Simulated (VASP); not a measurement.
# EuSc (Pm-3m) in VASP: a series of runs

The runs below take EuSc through single point, with PBE+U.

All numbers are computed with VASP 6.6.1; they aren't measurements. Logs are shortened: lines on timing, memory, paths and dates and some standing lists are left out, and cuts for length are marked.

## Step 1: Starting point

It takes space group Pm-3m (No. 221, cubic). Conventional cell: a = 3.945 Å, b = 3.945 Å, c = 3.945 Å, α = 90.00°, β = 90.00°, γ = 90.00°. Sc (site symmetry m-3m) is surrounded by 8 Eu at 3.42 Å. Around Eu (site symmetry m-3m) lie 8 Sc at 3.42 Å.

The cell was built by a generator and needn't be a form met in nature.

## Step 2: Single point, PBE+U, collinear spin, antiferromagnetic start

File INCAR:

```
SYSTEM = EuSc
PREC = Accurate
ENCUT = 520
EDIFF = 1E-6
ISMEAR = -1
SIGMA = 0.05
LREAL = .False.
LASPH = .True.
NELM = 150
ALGO = Normal
ISIF = 2
LWAVE = .False.
LCHARG = .True.
ISPIN = 2
MAGMOM = 0 0 8.5 -8.5
LORBIT = 11
LMAXMIX = 6
LDAU = .True.
LDAUTYPE = 2
LDAUL = 2 3
LDAUU = 6 4
LDAUJ = 0 0
LDAUPRINT = 1
GGA = PE
LELF = .True.
LVHAR = .True.
```

File KPOINTS:

```
regular mesh
0
Gamma
  4 4 5
  0 0 0
```

File POSCAR:

```
EuSc
1.0
    3.9449000000      3.9449000000      0.0000000000
   -3.9449000000      3.9449000000      0.0000000000
    0.0000000000      0.0000000000      3.9449000000
Sc Eu
2 2
Direct
    0.5000000000      0.0000000000      0.5000000000
    0.0000000000      0.5000000000      0.5000000000
    0.0000000000      0.0000000000      0.0000000000
    0.5000000000      0.5000000000      0.0000000000
```

Potentials or basis: VASP PAW PBE potentials, release 64 (Sc_sv, Eu).

Launch:

```bash
$ cat potpaw_PBE.64/Sc_sv/POTCAR potpaw_PBE.64/Eu/POTCAR > POTCAR
$ mpirun -np 1 vasp_std > vasp.out
```

OUTCAR:

```text
SYSTEM = EuSc
   PREC = Accurate
   ENCUT = 520
   EDIFF = 1E-6
   ISMEAR = -1
   LREAL = .False.
   LASPH = .True.
   NELM = 150
   ISIF = 2
   ISPIN = 2
   LORBIT = 11
   GGA = PE

 ion  position               nearest neighbor table
   1  0.500  0.000  0.500-   3 3.42   4 3.42   3 3.42   4 3.42   4 3.42   4 3.42   3 3.42   3 3.42

   2  0.000  0.500  0.500-   3 3.42   4 3.42   3 3.42   4 3.42   3 3.42   3 3.42   4 3.42   4 3.42

   3  0.000  0.000  0.000-   1 3.42   2 3.42   1 3.42   2 3.42   2 3.42   2 3.42   1 3.42   1 3.42

   4  0.500  0.500  0.000-   1 3.42   2 3.42   1 3.42   2 3.42   1 3.42   1 3.42   2 3.42   2 3.42

  LATTYP: Found a simple tetragonal cell.
 ALAT       =     5.5789310822
 C/A-ratio  =     0.7071067812

  Lattice vectors:

 A1 = (   3.9449000000,   3.9449000000,   0.0000000000)
 A2 = (  -3.9449000000,   3.9449000000,   0.0000000000)
 A3 = (   0.0000000000,   0.0000000000,   3.9449000000)

Analysis of symmetry for initial positions (statically):
=====================================================================
 Subroutine PRICEL returns following result:

  LATTYP: Found a simple cubic cell.
 ALAT       =     3.9449000000
[... 12 lines left out ...]
 Subroutine GETGRP returns: Found 16 space group operations
 (whereof 16 operations were pure point group operations)
 out of a pool of 16 trial point group operations.

The static configuration has the point symmetry D_4h.

Analysis of symmetry for dynamics (positions and initial velocities):
=====================================================================
 Subroutine PRICEL returns following result:

  LATTYP: Found a simple cubic cell.
 ALAT       =     3.9449000000
[... 12 lines left out ...]
 Subroutine GETGRP returns: Found 16 space group operations
 (whereof 16 operations were pure point group operations)
 out of a pool of 16 trial point group operations.

The dynamic configuration has the point symmetry D_4h.

Analysis of structural, dynamic, and magnetic symmetry:
=====================================================================
 Subroutine PRICEL returns following result:

  LATTYP: Found a simple cubic cell.
 ALAT       =     3.9449000000
[... 12 lines left out ...]
 Subroutine GETGRP returns: Found 16 space group operations
 (whereof 16 operations were pure point group operations)
 out of a pool of 16 trial point group operations.

The overall configuration has the point symmetry D_4h.

 Subroutine INISYM returns: Found 16 space group operations
 (whereof 16 operations are pure point group operations),
 and found     2 'primitive' translations

----------------------------------------------------------------------------------------

                                     Primitive cell

  volume of cell :      61.3915

  direct lattice vectors                    reciprocal lattice vectors
     3.944900000  0.000000000  0.000000000     0.253491850  0.000000000  0.000000000
     0.000000000  3.944900000  0.000000000     0.000000000  0.253491850  0.000000000
     0.000000000  0.000000000  3.944900000     0.000000000  0.000000000  0.253491850

  length of vectors
     3.944900000  3.944900000  3.944900000     0.253491850  0.253491850  0.253491850

  position of ions in fractional coordinates (direct lattice)
     0.500000000  0.500000000  0.500000000
     0.000000000  0.000000000  0.000000000

  ion indices of the primitive-cell ions
   primitive index   ion index
                 1           1
                 2           3
[... 59 lines left out ...]
   ISPIN  =      2    spin polarized calculation?
   LNONCOLLINEAR =      F non collinear calculations
   LSORBIT =      F    spin-orbit coupling
   LASPH  =      T    aspherical Exc in radial PAW
   ENCUT  =  520.0 eV  38.22 Ry    6.18 a.u.  10.37 10.37  7.33*2*pi/ulx,y,z
   NELM   =    150;   NELMIN=  2; NELMDL= -5     # of ELM steps
   EDIFF  = 0.1E-05   stopping-criterion for ELM
   LREAL  =      F    real-space projection
   EDIFFG = 0.1E-04   stopping-criterion for IOM
   NSW    =      0    number of steps for IOM
   IBRION =     -1    ionic relax: 0-MD 1-quasi-New 2-CG
   NFREE  =      0    steps in history (QN), initial steepest desc. (CG)
   ISIF   =      2    stress and relaxation
   ISYM   =      2    0-nonsym 1-usesym 2-fastsym
   POTIM  = 0.5000    time-step for ionic-motion
   TEBEG  =    0.0;   TEEND  =   0.0 temperature during run
   PSTRESS=    0.0 pullay stress
   NELECT =      56.0000    total number of electrons
   NUPDOWN=      -1.0000    fix difference up-down
   EMIN   =  10.00;   EMAX   =-10.00  energy-range for DOS
   EFERMI =   0.00;   METHOD = LEGACY
   ISMEAR =    -1;   SIGMA  =   0.05  broadening in eV -4-tet -1-fermi 0-gaus
   EFERMI_NEDOS =   21; number of points for ismear=-14 and -15
   IALGO  =     38    algorithm
   IMIX   =      4    mixing-type and parameters
     AMIX     =   0.40;   BMIX     =  1.00
     AMIX_MAG =   1.60;   BMIX_MAG =  1.00
[... 37 lines left out ...]
  o =  0.9437  v =  0.0000  0.0000  0.0000  0.0000  0.0000  0.0000  0.0000  0.0000 -0.0000 -0.0000  0.0000 -0.8172 -0.0000 -0.5763      0.0000  0.0000  0.0000  0.0000  0.0000  0.0000  0.0000  0.0000  0.0000  0.0000  0.0000  0.0000  0.0000  0.0000
  o =  0.9437  v =  0.0000  0.0000  0.0000  0.0000  0.0000  0.0000  0.0000  0.5763  0.0000 -0.8172  0.0000 -0.0000 -0.0000  0.0000      0.0000  0.0000  0.0000  0.0000  0.0000  0.0000  0.0000  0.0000  0.0000  0.0000  0.0000  0.0000  0.0000  0.0000
  o =  0.9665  v =  0.0000  0.0000  0.0000  0.0000  0.0000  0.0000  0.0000  0.0000  0.0000 -0.0000 -1.0000 -0.0000 -0.0000  0.0000      0.0000  0.0000  0.0000  0.0000  0.0000  0.0000  0.0000  0.0000  0.0000  0.0000  0.0000  0.0000  0.0000  0.0000
  o =  0.9671  v =  0.0000  0.0000  0.0000  0.0000  0.0000  0.0000  0.0000  0.0000  1.0000  0.0000  0.0000 -0.0000 -0.0000  0.0000      0.0000  0.0000  0.0000  0.0000  0.0000  0.0000  0.0000  0.0000  0.0000  0.0000  0.0000  0.0000  0.0000  0.0000
  o =  0.9678  v =  0.0000  0.0000  0.0000  0.0000  0.0000  0.0000  0.0000 -0.8172  0.0000 -0.5763  0.0000 -0.0000 -0.0000  0.0000      0.0000  0.0000  0.0000  0.0000  0.0000  0.0000  0.0000  0.0000  0.0000  0.0000  0.0000  0.0000  0.0000  0.0000
  o =  0.9678  v =  0.0000  0.0000  0.0000  0.0000  0.0000  0.0000  0.0000  0.0000 -0.0000  0.0000  0.0000 -0.5763  0.0000  0.8172      0.0000  0.0000  0.0000  0.0000  0.0000  0.0000  0.0000  0.0000  0.0000  0.0000  0.0000  0.0000  0.0000  0.0000

 number of electron      56.0000004 magnetization       0.0000000

 Free energy of the ion-electron system (eV)
  ---------------------------------------------------
  ext. energy  EPLUGINS =         0.00000000
  ---------------------------------------------------
  free energy    TOTEN  =       -29.17996715 eV

  energy without entropy =      -29.13559289  energy(sigma->0) =      -29.15778002

 E-fermi :   3.3451     XC(G=0):  -9.6489

 val. band max:        3.3178632229   @ k =   0.5000   0.0000   0.2000
 cond. band min:       3.3575851859   @ k =   0.5000   0.2500   0.0000
 fundamental gap:      0.0397219630
 Fermi energy:         3.3451125418

 spin component 1

 k-point     1 :       0.0000    0.0000    0.0000
  band No.  band energies     occupation
      1     -48.8041      1.00000
      2     -48.8013      1.00000
      3     -37.1364      1.00000
      4     -34.0002      1.00000
      5     -27.3522      1.00000
      6     -27.3522      1.00000
[... 637 lines left out ...]
     32       4.3054      0.00000
     33       4.4599      0.00000
 Fermi energy:         3.3451125418

 spin component 2

 k-point     1 :       0.0000    0.0000    0.0000
  band No.  band energies     occupation
      1     -48.8041      1.00000
      2     -48.8013      1.00000
      3     -37.1364      1.00000
      4     -34.0002      1.00000
      5     -27.3522      1.00000
      6     -27.3522      1.00000
[... 637 lines left out ...]
     32       4.3088      0.00000
     33       4.4815      0.00000

------------------------ aborting loop because EDIFF is reached ----------------------------------------

  FORCE on cell =-STRESS in cart. coord.  units (eV):
  Direction    XX          YY          ZZ          XY          YZ          ZX
  --------------------------------------------------------------------------------------
  -------------------------------------------------------------------------------------
  Total        2.9723011      2.9723011      2.7155102      0.0000000      0.0000000     -0.0000000
  in kB       38.7851422     38.7851422     35.4343136      0.0000000      0.0000000     -0.0000000
  external PRESSURE =      37.6681993 kB  Pullay stress =       0.0000000 kB

 VOLUME and BASIS-vectors are now :
 -----------------------------------------------------------------------------
  energy-cutoff  :      520.00
  volume of cell :      122.78
      direct lattice vectors                 reciprocal lattice vectors
     3.944900000  3.944900000  0.000000000     0.126745925  0.126745925  0.000000000
    -3.944900000  3.944900000  0.000000000    -0.126745925  0.126745925  0.000000000
     0.000000000  0.000000000  3.944900000     0.000000000  0.000000000  0.253491850

 POSITION                                       TOTAL-FORCE (eV/Angst)
 -----------------------------------------------------------------------------------
      1.97245      1.97245      1.97245         0.000000     -0.000000      0.000000
     -1.97245      1.97245      1.97245         0.000000     -0.000000     -0.000000
      0.00000      0.00000      0.00000        -0.000000      0.000000      0.000000
      0.00000      3.94490      0.00000        -0.000000      0.000000     -0.000000
 -----------------------------------------------------------------------------------
    total drift:                                0.000000     -0.000000     -0.000000

  FREE ENERGIE OF THE ION-ELECTRON SYSTEM (eV)
  ---------------------------------------------------
  free  energy   TOTEN  =       -29.1799671526 eV

  energy  without entropy=      -29.1355928859  energy(sigma->0) =      -29.15778002

 total charge

# of ion       s       p       d       f       tot
--------------------------------------------------
    1        2.334   6.123   0.586   0.000   9.043
    2        2.334   6.123   0.586   0.000   9.043
    3        2.081   5.716   0.410   6.687  14.894
    4        2.081   5.716   0.410   6.687  14.894
--------------------------------------------------
tot          8.830  23.677   1.991  13.375  47.872

 magnetization (x)

# of ion       s       p       d       f       tot
--------------------------------------------------
    1        0.000   0.000   0.000   0.000   0.000
    2        0.000   0.000   0.000   0.000   0.000
    3       -0.002  -0.099   0.137   6.680   6.717
    4        0.002   0.099  -0.137  -6.680  -6.717
--------------------------------------------------
tot          0.000   0.000   0.000   0.000   0.000
```

It took 7.7 min on 1 thread of Intel Xeon Platinum 8259CL at 2.50GHz (Skylake/Cascade Lake), shared host; peak memory 0.35 GiB.

What came out:

- Free energy: -29.1800 eV
- Pressure: 3.8 GPa
- Band gap on the k mesh: none (metal or under the smearing width)
- Net moment: 0.00 μB per cell
- Site moments: Sc +0.00; Eu +6.72, -6.72 μB
- Valence electrons inside the program's atomic spheres: Sc 9.04; Eu 14.89

Stress tensor (GPa, compression positive):
```
3.88 0.00 0.00
0.00 3.88 0.00
0.00 0.00 3.54
```

Eigenvalues of the final occupation matrices:
| site | spin | trace | eigenvalues |
| --- | --- | --- | --- |
| site 1 d | 1 | 0.30 | 0.02 0.02 0.02 0.11 0.12 |
| site 1 d | 2 | 0.30 | 0.02 0.02 0.02 0.11 0.12 |
| site 2 d | 1 | 0.30 | 0.02 0.02 0.02 0.11 0.12 |
| site 2 d | 2 | 0.30 | 0.02 0.02 0.02 0.11 0.12 |
| site 3 f | 1 | 6.69 | 0.93 0.94 0.94 0.97 0.97 0.97 0.97 |
| site 3 f | 2 | 0.00 | 0.00 0.00 0.00 0.00 0.00 0.00 0.00 |
| site 4 f | 1 | 0.00 | 0.00 0.00 0.00 0.00 0.00 0.00 0.00 |
| site 4 f | 2 | 6.69 | 0.93 0.94 0.94 0.97 0.97 0.97 0.97 |

Caveat: spin-orbit coupling is left out, which moves the levels of the heavy elements.

## Step 3: Single point, PBE+U, collinear spin, ferromagnetic start

INCAR, as its differences from that of step 2:

```diff
@@ -14,3 +14,3 @@
 ISPIN = 2
-MAGMOM = 0 0 8.5 -8.5
+MAGMOM = 0 0 7 7
 LORBIT = 11
```

KPOINTS is that of step 2.

POSCAR is that of step 2.

Potentials or basis: VASP PAW PBE potentials, release 64 (Sc_sv, Eu).

Launch:

```bash
$ cat potpaw_PBE.64/Sc_sv/POTCAR potpaw_PBE.64/Eu/POTCAR > POTCAR
$ mpirun -np 1 vasp_std > vasp.out
```

Wall time 12 min (1 thread of Intel Xeon Platinum 8259CL at 2.50GHz (Skylake/Cascade Lake), shared host); peak memory 0.36 GiB.

Results (log left out):

- Free energy: -29.1224 eV
- Pressure: 3.8 GPa
- Band gap on the k mesh: none (metal or under the smearing width)
- Net moment: 13.60 μB per cell
- Site moments: Sc -0.14; Eu +6.65 μB
- Valence electrons inside the program's atomic spheres: Sc 9.06; Eu 14.89

Stress tensor (GPa, compression positive):
```
3.84 0.00 0.00
0.00 3.84 0.00
0.00 0.00 3.63
```

Levels at points of the mesh, in eV from the Fermi level:
Spin up:
```
           k point  band 32  band 33  band 34  band 35  band 36  band 37  band 38  band 39
(0.00, 0.00, 0.00)    -0.85    -0.84    -0.84    -0.76     0.80     0.80     0.80     0.80
(0.50, 0.00, 0.00)    -0.82    -0.49    -0.49    -0.18    -0.18     1.38     1.38     1.43
(0.50, 0.50, 0.00)    -0.79    -0.79    -0.79     0.96     0.96     1.04     1.04     2.19
```
Spin down:
| k point | band 17 | band 18 | band 19 | band 20 | band 21 | band 22 | band 23 | band 24 | band 25 | band 26 |
| --- | --- | --- | --- | --- | --- | --- | --- | --- | --- | --- |
| (0.00, 0.00, 0.00) | -4.81 | -2.13 | -0.99 | -0.95 | -0.85 | 0.93 | 0.93 | 1.08 | 1.08 | 2.29 |
| (0.50, 0.00, 0.00) | -3.25 | -3.25 | -0.68 | -0.68 | -0.19 | -0.19 | 1.45 | 1.45 | 1.64 | 1.64 |
| (0.50, 0.50, 0.00) | -2.11 | -2.11 | -1.90 | -1.90 | 0.23 | 0.23 | 1.65 | 1.65 | 2.10 | 2.10 |

Eigenvalues of the final occupation matrices:
| site | spin | trace | eigenvalues |
| --- | --- | --- | --- |
| site 1 d | 1 | 0.24 | 0.02 0.02 0.03 0.08 0.09 |
| site 1 d | 2 | 0.37 | 0.02 0.02 0.02 0.15 0.16 |
| site 2 d | 1 | 0.24 | 0.02 0.02 0.03 0.08 0.09 |
| site 2 d | 2 | 0.37 | 0.02 0.02 0.02 0.15 0.16 |
| site 3 f | 1 | 6.70 | 0.94 0.94 0.94 0.97 0.97 0.97 0.97 |
| site 3 f | 2 | 0.00 | 0.00 0.00 0.00 0.00 0.00 0.00 0.00 |
| site 4 f | 1 | 6.70 | 0.94 0.94 0.94 0.97 0.97 0.97 0.97 |
| site 4 f | 2 | 0.00 | 0.00 0.00 0.00 0.00 0.00 0.00 0.00 |

Caveat: spin-orbit coupling is left out, which moves the levels of the heavy elements.

## Step 4: Single point, PBE+U, collinear spin, antiferromagnetic start

INCAR, as its differences from that of step 3:

```diff
@@ -14,3 +14,3 @@
 ISPIN = 2
-MAGMOM = 0 0 7 7
+MAGMOM = 0 0 7 -7
 LORBIT = 11
```

KPOINTS is that of step 3.

POSCAR is that of step 3.

Launch:

```bash
$ cat potpaw_PBE.64/Sc_sv/POTCAR potpaw_PBE.64/Eu/POTCAR > POTCAR
$ mpirun -np 1 vasp_std > vasp.out
```

Wall time 7.3 min (1 thread of Intel Xeon Platinum 8259CL at 2.50GHz (Skylake/Cascade Lake), shared host); peak memory 0.34 GiB.

The run converged. Its results:

```
Free energy                                           : -29.1800 eV
Pressure                                              : 3.7 GPa
Band gap on the k mesh                                : none (metal or under the smearing width)
Net moment                                            : 0.00 μB per cell
Site moments                                          : Sc +0.00; Eu +6.72, -6.72 μB
Valence electrons inside the program's atomic spheres : Sc 9.04; Eu 14.89
```

Stress tensor (GPa, compression positive):
```
3.83 0.00 0.00
0.00 3.83 0.00
0.00 0.00 3.50
```

Levels at points of the mesh, in eV from the Fermi level:
Spin up:
```csv
k point,band 25,band 26,band 27,band 28,band 29,band 30,band 31,band 32
"(0.00, 0.00, 0.00)",-0.92,-0.92,-0.83,-0.82,0.81,0.81,0.83,0.83
"(0.50, 0.00, 0.00)",-0.91,-0.84,-0.34,-0.28,-0.18,1.25,1.27,1.41
"(0.50, 0.50, 0.00)",-0.98,-0.97,-0.84,0.59,0.59,1.03,1.51,2.03
```
Spin down:
```tsv
k point	band 25	band 26	band 27	band 28	band 29	band 30	band 31	band 32
(0.00, 0.00, 0.00)	-0.92	-0.92	-0.83	-0.82	0.81	0.81	0.83	0.83
(0.50, 0.00, 0.00)	-0.91	-0.84	-0.34	-0.28	-0.18	1.25	1.27	1.41
(0.50, 0.50, 0.00)	-0.98	-0.97	-0.84	0.59	0.59	1.03	1.51	2.02
```

Eigenvalues of the final occupation matrices:
| site | spin | trace | eigenvalues |
| --- | --- | --- | --- |
| site 1 d | 1 | 0.30 | 0.02 0.02 0.02 0.11 0.12 |
| site 1 d | 2 | 0.30 | 0.02 0.02 0.02 0.11 0.12 |
| site 2 d | 1 | 0.30 | 0.02 0.02 0.02 0.11 0.12 |
| site 2 d | 2 | 0.30 | 0.02 0.02 0.02 0.11 0.12 |
| site 3 f | 1 | 6.69 | 0.93 0.94 0.94 0.97 0.97 0.97 0.97 |
| site 3 f | 2 | 0.00 | 0.00 0.00 0.00 0.00 0.00 0.00 0.00 |
| site 4 f | 1 | 0.00 | 0.00 0.00 0.00 0.00 0.00 0.00 0.00 |
| site 4 f | 2 | 6.69 | 0.93 0.94 0.94 0.97 0.97 0.97 0.97 |

Caveat: spin-orbit coupling is left out, which moves the levels of the heavy elements. The state reached can hang on the start; a lower one may exist.

## Step 5: Single point, PBE+U, collinear spin, random start

INCAR, as its differences from that of step 4:

```diff
@@ -14,3 +14,3 @@
 ISPIN = 2
-MAGMOM = 0 0 7 -7
+MAGMOM = 0 0 1.85 -7.04
 LORBIT = 11
```

KPOINTS is that of step 4.

POSCAR is that of step 4.

Launch:

```bash
$ cat potpaw_PBE.64/Sc_sv/POTCAR potpaw_PBE.64/Eu/POTCAR > POTCAR
$ mpirun -np 1 vasp_std > vasp.out
```

It took 17 min on 1 thread of Intel Xeon Platinum 8259CL at 2.50GHz (Skylake/Cascade Lake), shared host; peak memory 0.37 GiB.

The run converged. Its results:

| Quantity | Value |
| --- | --- |
| Free energy | -29.1800 eV |
| Pressure | 3.8 GPa |
| Band gap on the k mesh | none (metal or under the smearing width) |
| Net moment | 0.00 μB per cell |
| Site moments | Sc +0.00; Eu +6.72, -6.72 μB |
| Valence electrons inside the program's atomic spheres | Sc 9.04; Eu 14.89 |

Stress tensor (GPa, compression positive):
```
3.87 0.00 0.00
0.00 3.87 0.00
0.00 0.00 3.53
```

Levels at points of the mesh, in eV from the Fermi level:
Spin up:
| k point | band 26 | band 27 | band 28 | band 29 | band 30 | band 31 |
| --- | --- | --- | --- | --- | --- | --- |
| (0.00, 0.00, 0.00) | -0.92 | -0.83 | -0.82 | 0.81 | 0.81 | 0.83 |
| (0.50, 0.00, 0.00) | -0.84 | -0.34 | -0.28 | -0.19 | 1.25 | 1.27 |
| (0.50, 0.50, 0.00) | -0.97 | -0.84 | 0.59 | 0.59 | 1.03 | 1.51 |
Spin down:
| k point | band 26 | band 27 | band 28 | band 29 | band 30 | band 31 |
| --- | --- | --- | --- | --- | --- | --- |
| (0.00, 0.00, 0.00) | -0.92 | -0.83 | -0.81 | 0.81 | 0.81 | 0.83 |
| (0.50, 0.00, 0.00) | -0.84 | -0.34 | -0.28 | -0.18 | 1.25 | 1.27 |
| (0.50, 0.50, 0.00) | -0.97 | -0.84 | 0.59 | 0.59 | 1.03 | 1.51 |

Eigenvalues of the final occupation matrices:
| site | spin | trace | eigenvalues |
| --- | --- | --- | --- |
| site 1 d | 1 | 0.30 | 0.02 0.02 0.02 0.11 0.12 |
| site 1 d | 2 | 0.29 | 0.02 0.02 0.02 0.11 0.12 |
| site 2 d | 1 | 0.30 | 0.02 0.02 0.02 0.11 0.12 |
| site 2 d | 2 | 0.29 | 0.02 0.02 0.02 0.11 0.12 |
| site 3 f | 1 | 6.69 | 0.93 0.94 0.94 0.97 0.97 0.97 0.97 |
| site 3 f | 2 | 0.00 | 0.00 0.00 0.00 0.00 0.00 0.00 0.00 |
| site 4 f | 1 | 0.00 | 0.00 0.00 0.00 0.00 0.00 0.00 0.00 |
| site 4 f | 2 | 6.69 | 0.93 0.94 0.94 0.97 0.97 0.97 0.97 |

Caveat: spin-orbit coupling is left out, which moves the levels of the heavy elements. The state reached can hang on the start; a lower one may exist.

## Step 6: Overview

```csv
spin,gap on the mesh (eV),pressure (GPa),moment (μB)
"collinear, antiferromagnetic start",none,3.7,0.00
"collinear, ferromagnetic start",none,3.8,13.60
"collinear, random start",none,3.8,0.00
```

Alike in all rows: task single point; level PBE+U; potentials or basis VASP PAW PBE potentials, release 64 (Sc_sv, Eu); Eu f U = 4 eV, Sc d U = 6 eV; cell as given; k mesh 4 × 4 × 5; cutoff (eV) 520; smearing fermi-dirac 0.05 eV.

Every run on the cell as given and a fine mesh finds a metal.

Caveats: spin-orbit coupling is left out, which moves the levels of the heavy elements.

Absolute energies hang on the potentials; compare differences alone.
